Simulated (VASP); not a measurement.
All values below come from revTPSS meta-GGA, VASP's PBE PAW potentials (set 64) (plane waves; VASP).

VASP input:

File POSCAR:
```
Ho
1
    1.7787253889    -3.0808427996    -0.0000000000
    1.7787253889     3.0808427996     0.0000000000
   -0.0000000000     0.0000000000     5.4771724570
Ho
2
Direct
  0.3333330000   0.6666670000   0.2500000000
  0.6666670000   0.3333330000   0.7500000000
```

### INCAR
```
LASPH = .True.
LMIXTAU = .True.
PREC = Accurate
EDIFF = 1E-6
NSW = 60   # most ionic steps
SIGMA = 0.1
ISIF = 3
IBRION = 2
METAGGA = RTPSS
ALGO = Normal
EDIFFG = -0.01   # ionic stop
LCHARG = .False.
SYSTEM = Ho
ENCUT = 520   # plane-wave cut-off (eV)
LMAXMIX = 6   # l cut-off of mixed one-centre charges
NELM = 100   # most electronic steps
LREAL = .False.
LWAVE = .False.
ISMEAR = 1   # Methfessel-Paxton
```

File KPOINTS:
```
Automatic mesh
0
Gamma
11 11 6
0 0 0
```

POTCAR, in this order: Ho_3 (PBE.64 set). Program: vasp_std.

Output

### OSZICAR
```
       N       E                     dE             d eps       ncg     rms          rms(c)
DAV:   1     0.224999217039E+03    0.22500E+03   -0.94411E+03  1672   0.163E+03
DAV:   2     0.750445409072E+02   -0.14995E+03   -0.14751E+03  1843   0.716E+02
DAV:   3     0.645963219031E+02   -0.10448E+02   -0.99565E+01  2743   0.138E+02
DAV:   4     0.639763581704E+02   -0.61996E+00   -0.58728E+00  2896   0.250E+01
DAV:   5     0.639452169985E+02   -0.31141E-01   -0.30836E-01  2916   0.529E+00    0.297E+01
DAV:   6     0.571207275562E+02   -0.68245E+01   -0.34662E+01  1664   0.619E+02    0.182E+01
DAV:   7     0.571668169241E+02    0.46089E-01   -0.24630E+00  3200   0.454E+01    0.260E+00
DAV:   8     0.566925606726E+02   -0.47426E+00   -0.65789E-01  1778   0.114E+01    0.187E+00
DAV:   9     0.573929285275E+02    0.70037E+00   -0.18817E+02  1664   0.409E+03    0.643E-01
DAV:  10     0.566925683789E+02   -0.70036E+00   -0.53808E-01  2094   0.974E+00    0.309E-01
DAV:  11     0.566844181744E+02   -0.81502E-02   -0.63047E-03  2534   0.927E-01    0.980E-02
DAV:  12     0.566855238337E+02    0.11057E-02   -0.91799E-04  2636   0.355E-01    0.558E-02
DAV:  13     0.566841296642E+02   -0.13942E-02   -0.95220E-04  2661   0.376E-01    0.305E-02
DAV:  14     0.566831701653E+02   -0.95950E-03   -0.11713E-04  2651   0.133E-01    0.220E-02
DAV:  15     0.566831893645E+02    0.19199E-04   -0.57204E-06  2348   0.297E-02    0.141E-02
DAV:  16     0.566831564327E+02   -0.32932E-04   -0.36787E-06  2491   0.277E-02    0.158E-03
DAV:  17     0.566831547481E+02   -0.16846E-05   -0.46591E-07  1267   0.107E-02    0.215E-03
DAV:  18     0.566831550264E+02    0.27835E-06   -0.21073E-07  1177   0.989E-03
   1 F= 0.56683155E+02 E0= 0.56681635E+02  d E =0.566832E+02
```

File OUTCAR:
```
------------------------ aborting loop because EDIFF is reached ----------------------------------------
  FORCE on cell =-STRESS in cart. coord.  units (eV):
  Direction    XX          YY          ZZ          XY          YZ          ZX
  --------------------------------------------------------------------------------------
  Total        0.0075171      0.0075171      0.0014983      0.0000000     -0.0000000      0.0000000
  in kB        0.2006311      0.2006311      0.0399886      0.0000000     -0.0000000      0.0000000
  external PRESSURE =       0.1470836 kB  Pullay stress =       0.0000000 kB
  volume of cell :       60.03
      direct lattice vectors                 reciprocal lattice vectors
     1.778725389 -3.080842800  0.000000000     0.281100165 -0.162293253  0.000000000
     1.778725389  3.080842800  0.000000000     0.281100165  0.162293253  0.000000000
     0.000000000  0.000000000  5.477172457     0.000000000  0.000000000  0.182575956
 POSITION                                       TOTAL-FORCE (eV/Angst)
 -----------------------------------------------------------------------------------
      1.77873      1.02695      1.36929         0.000000      0.000000      0.000000
      1.77873     -1.02695      4.10788        -0.000000     -0.000000      0.000000
 -----------------------------------------------------------------------------------
    total drift:                                0.000000      0.000089     -0.000010
  FREE ENERGIE OF THE ION-ELECTRON SYSTEM (eV)
  ---------------------------------------------------
  free  energy   TOTEN  =        56.6831550264 eV

  energy  without entropy=       56.6785939234  energy(sigma->0) =       56.68163466

 reached required accuracy - stopping structural energy minimisation
```
(Selected blocks of OUTCAR.)

The 4f electrons are frozen in the core of the lanthanide potential, so 4f levels, which can set the real gap, and their magnetism are missing.

The compound is Ho in the hcp structure. It was relaxed first. The start is the result of an earlier pass.
